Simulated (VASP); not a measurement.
Output of a VASP run:

File OSZICAR:
```
       N       E                     dE             d eps       ncg     rms          rms(c)
DAV:   1     0.237303733049E+03    0.23730E+03   -0.21427E+04   920   0.160E+03
DAV:   2    -0.379802387649E+02   -0.27528E+03   -0.27053E+03  1209   0.353E+02
DAV:   3    -0.503495766742E+02   -0.12369E+02   -0.12350E+02  1175   0.746E+01
DAV:   4    -0.505731878355E+02   -0.22361E+00   -0.22355E+00  1315   0.938E+00
DAV:   5    -0.505785364322E+02   -0.53486E-02   -0.53485E-02  1262   0.883E-01    0.588E+01
DAV:   6    -0.436517071740E+02    0.69268E+01   -0.42786E+01  1088   0.381E+01    0.521E+01
DAV:   7    -0.435794143281E+02    0.72293E-01   -0.25943E+00  1205   0.102E+01    0.332E+01
DAV:   8    -0.435736276742E+02    0.57867E-02   -0.40734E-01  1182   0.511E+00    0.555E+00
DAV:   9    -0.435513882496E+02    0.22239E-01   -0.15866E-01  1081   0.235E+00    0.153E+00
DAV:  10    -0.435509179012E+02    0.47035E-03   -0.13925E-02  1166   0.779E-01    0.473E-01
DAV:  11    -0.435507706602E+02    0.14724E-03   -0.96530E-04  1152   0.211E-01    0.159E-01
DAV:  12    -0.435508045189E+02   -0.33859E-04   -0.99689E-05  1259   0.680E-02    0.203E-01
DAV:  13    -0.435508100814E+02   -0.55625E-05   -0.16209E-05  1145   0.284E-02    0.207E-02
DAV:  14    -0.435508102295E+02   -0.14811E-06   -0.10418E-06  1222   0.677E-03    0.564E-03
DAV:  15    -0.435508100308E+02    0.19873E-06   -0.40509E-07  1073   0.453E-03    0.471E-03
DAV:  16    -0.435508100231E+02    0.76416E-08   -0.45842E-08   754   0.138E-03
   1 F= -.44527222E+02 E0= -.44527222E+02  d E =0.000000E+00
```

### OUTCAR
```
------------------------ aborting loop because EDIFF is reached ----------------------------------------
  Edisp (eV):   -0.97641
  FORCE on cell =-STRESS in cart. coord.  units (eV):
  Direction    XX          YY          ZZ          XY          YZ          ZX
  --------------------------------------------------------------------------------------
  Total      -0.02531    -0.02531    -0.02531    -0.00000     0.00000    -0.00000
  in kB      -0.55419    -0.55419    -0.55419    -0.00000     0.00000    -0.00000
  external pressure =       -0.55 kB  Pullay stress =        0.00 kB
  volume of cell :       73.17
      direct lattice vectors                 reciprocal lattice vectors
     4.182619144  0.000000000  0.000000000     0.239084642  0.000000000  0.000000000
     0.000000000  4.182619144  0.000000000     0.000000000  0.239084642  0.000000000
     0.000000000  0.000000000  4.182619144     0.000000000  0.000000000  0.239084642
 POSITION                                       TOTAL-FORCE (eV/Angst)
 -----------------------------------------------------------------------------------
      0.00000      0.00000      0.00000         0.000000      0.000000      0.000000
      2.09131      2.09131      2.09131         0.000000      0.000000      0.000000
      2.09131      0.00000      2.09131         0.000000      0.000000      0.000000
      0.00000      2.09131      2.09131         0.000000      0.000000      0.000000
      2.09131      2.09131      0.00000         0.000000      0.000000      0.000000
 -----------------------------------------------------------------------------------
    total drift:                                0.000000     -0.000000     -0.000000
  FREE ENERGIE OF THE ION-ELECTRON SYSTEM (eV)
  ---------------------------------------------------
  free  energy   TOTEN  =       -44.5272220754 eV

  energy  without entropy=      -44.5272220754  energy(sigma->0) =      -44.52722208

 total charge

# of ion       s       p       d       tot
------------------------------------------
    1        2.002   5.635   0.273   7.911
    2        0.334   6.705   1.498   8.536
    3        1.558   3.495   0.000   5.053
    4        1.558   3.495   0.000   5.053
    5        1.558   3.495   0.000   5.053
--------------------------------------------------
tot          7.009  22.825   1.771  31.605

 Electric field gradients after diagonalization (V/A^2)
 (convention: |V_zz| > |V_xx| > |V_yy|)
----------------------------------------------------------------------
 ion       V_xx      V_yy      V_zz     asymmetry (V_yy - V_xx)/ V_zz
----------------------------------------------------------------------
   1      -0.000    -0.000     0.000       0.096
   2       0.000    -0.000    -0.000       0.955
   3       2.458     2.458    -4.916       0.000
   4       2.458     2.458    -4.916       0.000
   5       2.458     2.458    -4.916       0.000
```
(Selected blocks of OUTCAR.)

### POSCAR
```
BaHfO3
1
    4.1826191443     0.0000000000     0.0000000000
    0.0000000000     4.1826191443     0.0000000000
    0.0000000000     0.0000000000     4.1826191443
Ba Hf O
1 1 3
Direct
  0.0000000000   0.0000000000   0.0000000000
  0.5000000000   0.5000000000   0.5000000000
  0.5000000000   0.0000000000   0.5000000000
  0.0000000000   0.5000000000   0.5000000000
  0.5000000000   0.5000000000   0.0000000000
```

Write an INCAR and KPOINTS that could have produced this output.

One answer among several that fit: the input of the run itself, PBE GGA with D4 dispersion, plane waves, VASP's PBE PAW potentials (set 64).

**KPOINTS**
```
Automatic mesh
0
G
  6 6 6
0 0 0
```

**INCAR**
```
# general
SYSTEM  = BaHfO3
PREC    = Accurate
ENCUT   = 520
LREAL   = .FALSE.
LASPH   = .TRUE.

# electronic loop
EDIFF   = 1E-7
NELM    = 100
ALGO    = Normal
LMAXMIX = 6

# smearing
ISMEAR  = -5

# functional
GGA     = PE
IVDW    = 13

# ions
ISIF    = 2

# output
LWAVE   = .FALSE.
LCHARG  = .TRUE.
LORBIT  = 11
NEDOS   = 601

# other
LEFG    = .TRUE.
```

POTCAR, in this order: Ba_sv Hf_pv O (PBE.64 set). Program: vasp_std.

The compound is BaHfO3 in the cubic perovskite structure. It was relaxed first.
